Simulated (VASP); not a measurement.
Input:

```
SnSe2
1.0
    1.90977    -3.30783     0.00000
    1.90977     3.30783     0.00000
    0.00000     0.00000     6.25656
Sn Se
1 2
Direct
  0.94764   0.94764   0.00000
  0.33333   0.66667   0.25327
  0.66667   0.33333   0.74673
```

All values below come from PBEsol GGA, VASP's PBE PAW potentials (set 64) (plane waves; VASP 6.6.1). Settings: 480 eV cut-off, 6×6×4 Γ-centred mesh, Gaussian smearing of 0.050 eV, potentials Sn_d Se.

Without a dispersion term in the relaxation, distances and binding between the weakly bound layers, chains or molecules are unreliable, and so is what depends on them.

Question: Estimate the energy per atom (σ→0), largest force.

Answer: 
energy per atom (σ→0): -4.288 eV/atom
largest force: 1.083 eV/Å

Total energies compare only between runs with the same potentials, cut-off and functional.

The compound is SnSe2 in the 1T layered structure. This cell was strained or had an atom moved on purpose.
